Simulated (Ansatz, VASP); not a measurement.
# PtSe2: VASP beside Ansatz

Wanted: the spread between two codes on one cell, functional and k mesh. The structure shown is the end of the Ansatz relaxation below.

Method: plane waves, with VASP 6.6.1 beside it; single point at PBE with D3(BJ), in Ansatz 0.2.0.

**1. Set-up**

The structure is trigonal, space group P-3m1 (No. 164). The conventional cell has a = 3.758 Å, b = 3.758 Å, c = 4.718 Å, α = 90.00°, β = 90.00°, γ = 120.00°. Nearest to Pt lie 6 Se at 2.52 Å. Nearest to Se lie 3 Pt at 2.52 Å. Farther neighbours and most contacts between anions are not listed.

**2. Ansatz: relaxation, PBE with D3(BJ)**

Ansatz runs on its PAW soft_1 files.

This run makes the geometry at which the two programs are then compared.

input.yaml

```yaml
crystal:
  lattice:
    - [3.7696138777, 0.0, 0.0]
    - [-1.8848069389, 3.2645813806, 0.0]
    - [0.0, 0.0, 4.8277791248]
  atoms:
    - { symbol: Pt, position: [0.0, 0.0, 0.0] }
    - { symbol: Se, position: [0.3333333333, 0.6666666667, 0.26547212] }
    - { symbol: Se, position: [0.6666666667, 0.3333333333, 0.73452788] }
kpoints:
  mp_grid: { grid: [9, 9, 6] }
scf:
  occupations: { method: fermi_dirac, width: 0.02 }
hamiltonian:
  xc: pbe
  pseudopotentials: { kind: paw, azcp: { folder: soft_1 } }
  dispersion: d3bj
basis:
  ecutwfc: 600
output:
  forces: true
  stress: true
relax:
  f_tol: 0.005
  max_steps: 70
  cell: { stress_tol: 0.02, p_target: 2 }
```

The run is started by

```sh
$ ansatz run input.yaml --threads 4 --pin off --max-ram 10240MiB --backend cpu --events-out ev --progress --plain --runs-dir out
```

Numbers of over 12 decimals in the logs are rounded to 6 here.

Output:

```text
Engine: ansatz 0.2.0, aarch64-unknown-linux-gnu
Pseudopotentials: kind: paw
Pseudopotential: Pt, paw, valence charge 18, recommended cutoff 420 eV (normal), soft_1/Pt.paw.azcp
Pseudopotential: Se, paw, valence charge 16, recommended cutoff 420 eV (normal), soft_1/Se.paw.azcp
Functional definition: PBE
  parameter kappa = 0.804
  parameter beta = 0.066725
  exchange = pbe_x(kappa = kappa, mu = beta*pi^2/3)
  correlation = pbe_c(beta = beta)
Crystal: 3 atoms, lattice volume = 59.412 Å³
Basis set: ecut = 600 eV, 1993 PW (Γ), exchange–correlation on 64×64×80 points (8 copies of the dense FFT grid, shifted against one another)
Bands: 30, of which v1, the nominal top of the filled ones, is band 25 counted from 1 (24 counted from 0)
Symmetry: 12 space group operations
Space group: P-3m1 (ITA 164), of the structure as read, at distance tolerance 3.9e-5 Å
k-points: 62 of 486
Non-local potential: Pt, projectors of the file, l = 0: 3, l = 1: 2, l = 2: 2, l = 3: 1
Non-local potential: Se, projectors of the file, l = 0: 2, l = 1: 2, l = 2: 3, l = 3: 1
PAW form: soft (Blöchl's): semilocal exchange-correlation on the pseudo side does not see the compensation charge
PAW one-centre angular grid: Pt, 590 points (default); XC on 64 Gauss nodes
PAW one-centre angular grid: Se, 590 points (default); XC on 64 Gauss nodes
Initial density: superposition of atomic densities (chi_scale 0.1, normalization cell, long waves kept (reshape's long-wave potential 0.01 eV rms))
Initial wavefunctions: pseudopotential atomic-orbital guess
Functional: x = pbe(κ = 0.804, μ = 0.219515), c = pbe(β = 0.066725)
SCF iter   1: F=—  HF=-23465.591644 eV  |F-HF|=—  |Δ(HF+E_count)|=         —  Δρ=4.85e-2  dr2=6.86e-1  ethr=3.10e-3  ⟨swp⟩=5.5  Hψ=7113  notcnv=0
preconditioner: auto → Resta (q_TF=auto, 2.651 Å⁻¹)  ε∞=6.1  [insulator: Δε(μ)=0.048 eV  Ē_g=10.050 eV  σ=0.020 eV  W_gap=0.54  n_scr=22 (ndim 8)  ℏωp=22.6 eV  f_vac=0.008  D(μ)=0.81/eV (n_scr^D=2)  ε∞_Penn≈6.1]
SCF iter   2: F=—  HF=-23465.483858 eV  |F-HF|=—  |Δ(HF+E_count)|=   1.08e-1  Δρ=2.60e-2  dr2=1.95e-1  ethr=1.37e-3  ⟨swp⟩=2.0  Hψ=2615  notcnv=0  defer=44
preconditioner: auto → Kerker (q_TF=auto, 2.651 Å⁻¹)  [metal: Δε(μ)=0.042 eV  Ē_g=10.070 eV  σ=0.020 eV  W_gap=0.48  n_scr=22 (ndim 8)  ℏωp=22.6 eV  f_vac=0.010 (ignored in choosing the arm: the first look at the density read no void)  D(μ)=0.86/eV (n_scr^D=2)]
SCF iter   3: F=—  HF=-23465.449601 eV  |F-HF|=—  |Δ(HF+E_count)|=   3.43e-2  Δρ=3.13e-3  dr2=8.27e-3  ethr=3.90e-4  ⟨swp⟩=2.0  Hψ=2625  notcnv=0  defer=44
SCF iter   4: F=—  HF=-23465.450343 eV  |F-HF|=—  |Δ(HF+E_count)|=   7.43e-4  Δρ=1.02e-3  dr2=1.06e-3  ethr=1.65e-5  ⟨swp⟩=2.0  Hψ=3385  notcnv=0  defer=44
SCF iter   5: F=—  HF=-23465.450014 eV  |F-HF|=—  |Δ(HF+E_count)|=   3.30e-4  Δρ=5.62e-4  dr2=3.66e-4  ethr=2.12e-6  ⟨swp⟩=2.0  Hψ=3098  notcnv=0  defer=44
SCF iter   6: F=—  HF=-23465.450074 eV  |F-HF|=—  |Δ(HF+E_count)|=   6.02e-5  Δρ=2.33e-4  dr2=3.79e-5  ethr=7.32e-7  ⟨swp⟩=2.4  Hψ=3041  notcnv=0  defer=44
SCF iter   7: F=—  HF=-23465.450103 eV  |F-HF|=—  |Δ(HF+E_count)|=   2.91e-5  Δρ=5.46e-5  dr2=2.32e-6  ethr=7.57e-8  ⟨swp⟩=2.0  Hψ=2461  notcnv=0  defer=44
SCF iter   8: F=—  HF=-23465.450103 eV  |F-HF|=—  |Δ(HF+E_count)|=   5.76e-7  Δρ=1.69e-5  dr2=2.91e-7  ethr=4.63e-9  ⟨swp⟩=2.0  Hψ=2498  notcnv=0  defer=44
SCF iter   9: F=-23465.450104 eV  HF=-23465.450104 eV  |F-HF|=1.46e-8  |Δ(HF+E_count)|=   9.69e-8  Δρ=5.61e-6  dr2=3.82e-8  ethr=2.00e-10  ⟨swp⟩=4.3  Hψ=5912  notcnv=0
SCF 1 converged in 9 iterations: F = -23465.450104 eV  dr2 = 3.82e-8
  greatest PAW one-centre occupation: 1.000 electrons in one spin orbital (limit 2), on the Pt atom at site 0 (counted from 0), in its partial waves of l = 0
relax step   1: F+E_penalty+E_count = -23465.45010355 eV  Δ(F+E_penalty+E_count) = +0.000e0 eV  max|allowed force component| = 3.515e-4 eV/Å  Δτ_max = 0.0000 Å  P = +0.007 GPa  Ω = 59.412 Å³  (9 SCF iters, dr2 threshold 1.00e-7 eV, accepted)
[...]
relax step   3: F+E_penalty+E_count = -23465.44358773 eV  Δ(F+E_penalty+E_count) = +6.516e-3 eV  max|allowed force component| = 6.771e-3 eV/Å  Δτ_max = 0.0199 Å  P = +1.701 GPa  Ω = 58.043 Å³  energy of the carried Pulay correction = +4.569e-5 eV  (9 SCF iters, accepted)
[...]
relax step   4: F+E_penalty+E_count = -23465.44026607 eV  Δ(F+E_penalty+E_count) = +3.322e-3 eV  max|allowed force component| = 3.000e-2 eV/Å  Δτ_max = 0.0015 Å  P = +2.232 GPa  Ω = 57.737 Å³  energy of the carried Pulay correction = +5.582e-5 eV  (4 SCF iters, dr2 threshold 3.00e-7 eV, accepted)
[...]
relax step   5: F+E_penalty+E_count = -23465.43997833 eV  Δ(F+E_penalty+E_count) = +2.877e-4 eV  max|allowed force component| = 3.498e-4 eV/Å  Δτ_max = 0.0031 Å  P = +2.058 GPa  Ω = 57.693 Å³  energy of the carried Pulay correction = +5.682e-5 eV  (4 SCF iters, dr2 threshold 3.00e-7 eV, accepted)
[...]
relax step   6: F+E_penalty+E_count = -23465.44015502 eV  Δ(F+E_penalty+E_count) = -1.767e-4 eV  max|allowed force component| = 6.765e-5 eV/Å  Δτ_max = 0.0001 Å  P = +2.000 GPa  Ω = 57.706 Å³  energy of the carried Pulay correction = +5.621e-5 eV  (4 SCF iters, dr2 threshold 2.03e-8 eV, accepted)
[...]
relax step   7: F+E_penalty+E_count = -23465.44009879 eV  Δ(F+E_penalty+E_count) = +5.622e-5 eV  max|allowed force component| = 5.855e-5 eV/Å  Δτ_max = 0.0000 Å  P = +2.000 GPa  Ω = 57.706 Å³  stress off target by 8.99e-4 GPa  SCF on the basis re-selected at this cell (its energy is not comparable with the rows above)  (5 SCF iters)
basis re-selected at this cell: Δ(F+E_penalty+E_count) = +5.622e-5 eV, ΔP = +0.000 GPa vs the last step (what re-selecting the basis moved, of the pressure what is left beyond the Pulay correction that the steps carried, after the strain that the cell walked since its last selection, with what the two solves' SCF thresholds leave and, on support functions, any second-order correction that the steps lacked; it is no m [...]
SCF converged after 5 iterations
Free energy (F): -23465.440099 eV
Harris-Foulkes:  -23465.440099 eV  (|F-HF|=7.28e-12)
Internal energy: -23465.439076 eV  (E = F + TS)
E sigma→0 (E₀):  -23465.439587 eV
Entropy (-TS):   -0.001023 eV (-0.341 meV/atom)
Fermi energy:    13.880912 eV
--- Per-component energies (eV) ---
  E_band       = -928.769590
  E_kinetic    = 819.159301
  E_local      = -6731.106763  (includes V_loc(G=0)·N_el)
  E_nonlocal   = -503.818528
  E_hartree    = 3318.180494
  E_xc         = -403.639411
  E_vxc        = -453.754762  (∫ρ·V_xc dr)
  E_paw        = -13744.806568  (= ΣΔE_a)
  E_vpaw       = -695.610099  (= ΣTr[D̂ρ^β])
  E_aug_tail   = 0.000248  (compensation charges beyond the density's cutoff)
  E_ewald      = -6217.892126
  E_disp       = -1.515723  (pairwise vdW)
  E_smearing   = -0.001023  (= −TS)
  E_closure    = -0.000000  (closes the sum)
  Σ components = -23465.440099   (vs F -23465.440099, Δ=0.00e0)
--- Forces (eV/Å), atoms counted from 1 ---
  atom   1  Pt     0.00000000     0.00000000     0.00000000
  atom   2  Se    -0.00000000     0.00000000    -0.00005855
  atom   3  Se     0.00000000    -0.00000000     0.00005855
  max |Σ_I F_I| component: 2.10e-30 eV/Å
--- Stress (GPa, compression-positive) ---
        2.000899       0.000000      -0.000000
        0.000000       2.000899       0.000000
       -0.000000       0.000000       1.999318
  P = ⅓ Tr σ = 2.0004 GPa (20.004 kbar)
--- Relaxed structure (6 steps of the walk, 5 accepted, 1 SCFs on fresh bases) ---
  F+E_penalty+E_count = -23465.44009879 eV   max|allowed force component| = 5.855e-5 eV/Å   (the final SCF, on the basis selected at the relaxed cell)
  cell:  # Å, volume = 57.7059 Å³
    - [3.758000, 2.877865540702933e-11, -2.279961701052861e-18]
    - [-1.879000, 3.254523, -8.345239022234999e-19]
    - [-2.9199678966133366e-18, -2.9199678966322885e-18, 4.718197]
  atoms:
    - { symbol: Pt, position: [0, 0, 0] }
    - { symbol: Se, position: [0.333333, 0.666667, 0.270512] }
    - { symbol: Se, position: [0.666667, 0.333333, 0.729488] }
```

**3. VASP: single point, PBE with D3(BJ), pair 1**

The same cell, functional, mesh and smearing now go to VASP, with its own data sets.

Lines of VASP's logs that name or quote its potential files are left out, and so is its time.

INCAR

```
SYSTEM = PtSe2
PREC = Accurate
ENCUT = 500
EDIFF = 1E-06
NELM = 120
ISMEAR = -1
SIGMA = 0.02
LREAL = .FALSE.
ALGO = Normal
GGA = PE
IVDW = 12
NBANDS = 17
LASPH = .TRUE.
LORBIT = 11
LWAVE = .FALSE.
LCHARG = .FALSE.
ISIF = 2
GGA_COMPAT = .FALSE.
KPAR = 2
```

POSCAR

```
PtSe2
1.0
    3.7579998365      0.0000000000      0.0000000000
   -1.8789999183      3.2545233258      0.0000000000
    0.0000000000      0.0000000000      4.7181969309
Pt Se
1 2
Direct
    0.0000000000      0.0000000000      0.0000000000
    0.3333333333      0.6666666667      0.2705124158
    0.6666666667      0.3333333333      0.7294875842
```

KPOINTS

```
Automatic mesh
0
Gamma
9 9 6
0 0 0
```

Potentials, in the order of the species: Pt and Se (PBE family, release 64).

The run is started by

```sh
$ mpirun -np 2 vasp_std
```

Output:

```text
[banner, memory and clock lines left out]
running    2 mpi-ranks, on    1 nodes
 distrk:  each k-point on    1 cores,    2 groups
 distr:  one band on    1 cores,    1 groups

 POSCAR found type information on POSCAR PtSe
 POSCAR found :  2 types and       3 ions
 LDA part: xc-table for (Slater+PW92), standard interpolation
 POSCAR, INCAR and KPOINTS ok, starting setup
 FFT: planning ... GRIDC
 FFT: planning ... GRID_SOFT
 FFT: planning ... GRID
 WAVECAR not read
 entering main loop
       N       E                     dE             d eps       ncg     rms          rms(c)
DAV:   1     0.109688364997E+03    0.10969E+03   -0.10069E+04  2116   0.111E+03
DAV:   2    -0.101910849479E+02   -0.11988E+03   -0.11648E+03  2687   0.217E+02
DAV:   3    -0.148192355783E+02   -0.46282E+01   -0.45958E+01  2518   0.438E+01
DAV:   4    -0.148513384359E+02   -0.32103E-01   -0.32094E-01  2672   0.400E+00
DAV:   5    -0.148516503404E+02   -0.31190E-03   -0.31190E-03  2604   0.372E-01    0.124E+01
DAV:   6    -0.143521022789E+02    0.49955E+00   -0.43710E+00  2141   0.189E+01    0.791E+00
DAV:   7    -0.141573420763E+02    0.19476E+00   -0.81892E-01  2144   0.905E+00    0.391E+00
DAV:   8    -0.141430127728E+02    0.14329E-01   -0.51746E-02  2305   0.164E+00    0.821E-01
DAV:   9    -0.141406570603E+02    0.23557E-02   -0.74282E-03  2444   0.838E-01    0.170E-01
DAV:  10    -0.141407849145E+02   -0.12785E-03   -0.13093E-03  2484   0.227E-01    0.396E-02
DAV:  11    -0.141407831495E+02    0.17650E-05   -0.45099E-05  2521   0.440E-02    0.300E-02
DAV:  12    -0.141407844192E+02   -0.12696E-05   -0.72164E-06  2394   0.170E-02    0.717E-03
DAV:  13    -0.141407846497E+02   -0.23056E-06   -0.77535E-07  1856   0.585E-03
   1 F= -.15656139E+02 E0= -.15655626E+02  d E =-.102553E-02
```

OUTCAR, selected parts (step 3):

```text
ion  position               nearest neighbor table
   1  0.000  0.000  0.000-   2 2.52   3 2.52   3 2.52   2 2.52   3 2.52   2 2.52
   2  0.333  0.667  0.271-   1 2.52   1 2.52   1 2.52
   3  0.667  0.333  0.729-   1 2.52   1 2.52   1 2.52

  LATTYP: Found a hexagonal cell.
 ALAT       =     3.7579998365
 C/A-ratio  =     1.2555074870

 Subroutine GETGRP returns: Found 12 space group operations
 (whereof 12 operations were pure point group operations)

The static configuration has the point symmetry D_3d.

 Found     62 irreducible k-points:

   k-points           NKPTS =     62   k-points in BZ     NKDIM =     62   number of bands    NBANDS=     17

   dimension x,y,z NGX =    28 NGY =   28 NGZ =   36
   dimension x,y,z NGXF=    56 NGYF=   56 NGZF=   72

   ENCUT  =  500.0 eV  36.75 Ry    6.06 a.u.   6.85  6.85  8.60*2*pi/ulx,y,z

   NELECT =      22.0000    total number of electrons

 k-points in reciprocal lattice and weights: Automatic mesh
   0.00000000  0.00000000  0.00000000       0.002
   0.11111111  0.00000000  0.00000000       0.012
   0.22222222  0.00000000  0.00000000       0.012
   0.33333333  0.00000000  0.00000000       0.012
   0.44444444  0.00000000  0.00000000       0.012
   0.11111111  0.11111111  0.00000000       0.012
   0.22222222  0.11111111  0.00000000       0.025
   0.33333333  0.11111111  0.00000000       0.025
   0.44444444  0.11111111  0.00000000       0.012
[...]
0.33333333  0.22222222  0.50000000       0.025
   0.33333333  0.33333333  0.50000000       0.004

 average (electrostatic) potential at core
       1 -67.9696       2 -52.2512       3 -52.2512

 E-fermi :   7.0816

 k-point     1 :       0.0000    0.0000    0.0000
  band No.  band energies     occupation
    ...
      6       3.2410      2.00000
      7       3.2410      2.00000
      8       4.5821      2.00000
      9       6.0695      2.00000
     10       6.0695      2.00000
     11       7.9655      0.00000
     12       8.0334      0.00000
     13       8.0334      0.00000
     14      10.3244      0.00000
     15      11.3145      0.00000
    ...

 k-point     2 :       0.1111    0.0000    0.0000
  band No.  band energies     occupation
    ...
      7       3.1478      2.00000
      8       4.2779      2.00000
      9       5.5286      2.00000
     10       5.8132      2.00000
     11       6.9159      1.99950
     12       8.2711      0.00000
     13       8.7760      0.00000
     14      11.0965      0.00000
     15      12.0648      0.00000
     16      13.9147      0.00000
    ...

 k-point     3 :       0.2222    0.0000    0.0000
  band No.  band energies     occupation
    ...
      7       2.9651      2.00000
      8       3.7025      2.00000
      9       4.9972      2.00000
     10       5.2174      2.00000
     11       5.9082      2.00000
     12       8.8011      0.00000
     13       8.8506      0.00000
     14      12.0561      0.00000
     15      12.9406      0.00000
     16      14.4776      0.00000
    ...

 Edisp (eV)   -1.51535

  Total       0.72461     0.72461     0.72219    -0.00000     0.00000     0.00000
  in kB      20.11847    20.11847    20.05133    -0.00000     0.00000     0.00000
  external pressure =       20.10 kB  Pullay stress =        0.00 kB

  energy-cutoff  :      500.00
  volume of cell :       57.71
      direct lattice vectors                 reciprocal lattice vectors
     3.757999836  0.000000000  0.000000000     0.266099000  0.153632330  0.000000000
    -1.878999918  3.254523326  0.000000000     0.000000000  0.307264659  0.000000000
     0.000000000  0.000000000  4.718196931     0.000000000  0.000000000  0.211945371

 POSITION                                       TOTAL-FORCE (eV/Angst)
 -----------------------------------------------------------------------------------
      0.00000      0.00000      0.00000        -0.000000      0.000000      0.000000
     -0.00000      2.16968      1.27633         0.000000      0.000000      0.008059
      1.87900      1.08484      3.44187        -0.000000      0.000000     -0.008059
 -----------------------------------------------------------------------------------
    total drift:                               -0.000000     -0.000000      0.000000

  FREE ENERGIE OF THE ION-ELECTRON SYSTEM (eV)
  ---------------------------------------------------
  free  energy   TOTEN  =       -15.6561385990 eV

  energy  without entropy=      -15.6551130708  energy(sigma->0) =      -15.65562583

 total charge
# of ion       s       p       d       tot
------------------------------------------
    1        0.680   0.684   8.041   9.404
    2        1.489   2.222   0.075   3.786
    3        1.489   2.222   0.075   3.786
--------------------------------------------------
tot          3.658   5.127   8.191  16.977

[... 3 further parts left out ...]
```

The k-mesh is coarse for a metal.

The run ends at a pressure of 2.01 GPa, with forces up to 0.0081 eV/Å.

**4. Differences**

Known differences besides the potentials themselves: the data sets hold 50 valence electrons in Ansatz (on its PAW soft_1 files) and 22 in VASP; the cutoff is 600 eV in Ansatz and 500 eV in VASP; Ansatz's pressure holds a Pulay correction, VASP's none. Total energies have different zeros and are not compared.

Both answers:

```csv
quantity,Ansatz,VASP,difference
pressure (GPa),2.00,2.01,-0.01
```

At this near-relaxed geometry the largest component of a force difference is 8 meV/Å.

**5. Ansatz: relaxation, PBE with D3(BJ)**

This run makes the geometry at which the two programs are then compared. The cell compared in this pair holds 55.29 Å³, against 57.71 Å³ for the pair before.

The structure compared here is the end of the Ansatz relaxation.

Edit input.yaml of step 2 so:

```diff
@@ -25,2 +25,2 @@
   max_steps: 70
-  cell: { stress_tol: 0.02, p_target: 2 }
+  cell: { stress_tol: 0.02, p_target: 6 }
```

The run is started by

```sh
$ ansatz run input.yaml --threads 4 --pin off --max-ram 10240MiB --backend cpu --events-out ev --progress --plain --runs-dir out
```

Output:

```text
[...]
Crystal: 3 atoms, lattice volume = 59.412 Å³
Basis set: ecut = 600 eV, 1993 PW (Γ), exchange–correlation on 64×64×80 points (8 copies of the dense FFT grid, shifted against one another)
Bands: 30, of which v1, the nominal top of the filled ones, is band 25 counted from 1 (24 counted from 0)
Symmetry: 12 space group operations
[...]
k-points: 62 of 486
[...]
cell:  # Å, volume = 55.2945 Å³
    - [3.735445, 2.8605932030616002e-11, -5.417839738906284e-18]
    - [-1.867723, 3.234990, -1.9830669780311307e-18]
    - [-6.9386771274696875e-18, -6.9386771275147034e-18, 4.575795]
  atoms:
    - { symbol: Pt, position: [0, 0, -9.282464801643965e-19] }
    - { symbol: Se, position: [0.333333, 0.666667, 0.276854] }
    - { symbol: Se, position: [0.666667, 0.333333, 0.723146] }
[key lines of the parts left out:]
SCF converged after 7 iterations
Free energy (F): -23465.381627 eV
Fermi energy:    14.749214 eV
P = ⅓ Tr σ = 6.0097 GPa (60.097 kbar)
```

**6. VASP: single point, PBE with D3(BJ), pair 2**

The same cell, functional, mesh and smearing now go to VASP, with its own data sets.

INCAR is that of step 3.

POSCAR

```
PtSe2
1.0
    3.7354452294      0.0000000000      0.0000000000
   -1.8677226147      3.2349904631      0.0000000000
    0.0000000000      0.0000000000      4.5757952907
Pt Se
1 2
Direct
    0.0000000000      0.0000000000      0.0000000000
    0.3333333333      0.6666666667      0.2768536537
    0.6666666667      0.3333333333      0.7231463463
```

KPOINTS is that of step 3.

The run is started by

```sh
$ mpirun -np 2 vasp_std
```

Output:

```text
[... set-up lines as in an earlier step ...]
 entering main loop
       N       E                     dE             d eps       ncg     rms          rms(c)
DAV:   1     0.110671031385E+03    0.11067E+03   -0.10054E+04  2132   0.111E+03
DAV:   2    -0.998650918345E+01   -0.12066E+03   -0.11701E+03  2620   0.221E+02
DAV:   3    -0.146659295972E+02   -0.46794E+01   -0.46242E+01  2565   0.439E+01
DAV:   4    -0.146991726993E+02   -0.33243E-01   -0.33226E-01  2674   0.396E+00
[...]
DAV:  11    -0.140138552623E+02    0.66191E-06   -0.49102E-05  2514   0.445E-02    0.308E-02
DAV:  12    -0.140138563836E+02   -0.11214E-05   -0.56003E-06  2481   0.156E-02    0.876E-03
DAV:  13    -0.140138562243E+02    0.15937E-06   -0.77227E-07  1732   0.595E-03
   1 F= -.15597440E+02 E0= -.15597000E+02  d E =-.880705E-03
```

From OUTCAR (step 6):

```text
 Edisp (eV)   -1.58358

  Total       2.08562     2.08562     2.07904     0.00000     0.00000     0.00000
  in kB      60.43166    60.43166    60.24090     0.00000     0.00000     0.00000
  external pressure =       60.37 kB  Pullay stress =        0.00 kB

 POSITION                                       TOTAL-FORCE (eV/Angst)
 -----------------------------------------------------------------------------------
      0.00000      0.00000      0.00000         0.000000      0.000000      0.000000
     -0.00000      2.15666      1.26683        -0.000000     -0.000000      0.009407
      1.86772      1.07833      3.30897         0.000000      0.000000     -0.009407
 -----------------------------------------------------------------------------------
    total drift:                                0.000000     -0.000000     -0.000000

  FREE ENERGIE OF THE ION-ELECTRON SYSTEM (eV)
  ---------------------------------------------------
  free  energy   TOTEN  =       -15.5974403765 eV

  energy  without entropy=      -15.5965596712  energy(sigma->0) =      -15.59700002

[... 1 part as in an earlier step ...]

[... 2 further parts left out ...]
[key lines of the parts left out:]
E-fermi :   7.6570
```

The run ends at a pressure of 6.04 GPa, with forces up to 0.0094 eV/Å.

(Continued in part 2 of 2.)

[Lines on the potential files, build, host, timing and source positions are cut from VASP's logs without a mark.]

[Logs are printed without paths, hosts, clocks, repeated set-up lines and the standing remarks that a program may print on its own settings, such as how far it seeks lower states.]

[Hosts, paths, dates, database ids (printed as entryN), source tags and the programs' standing remarks are cut or masked in the printed files.]
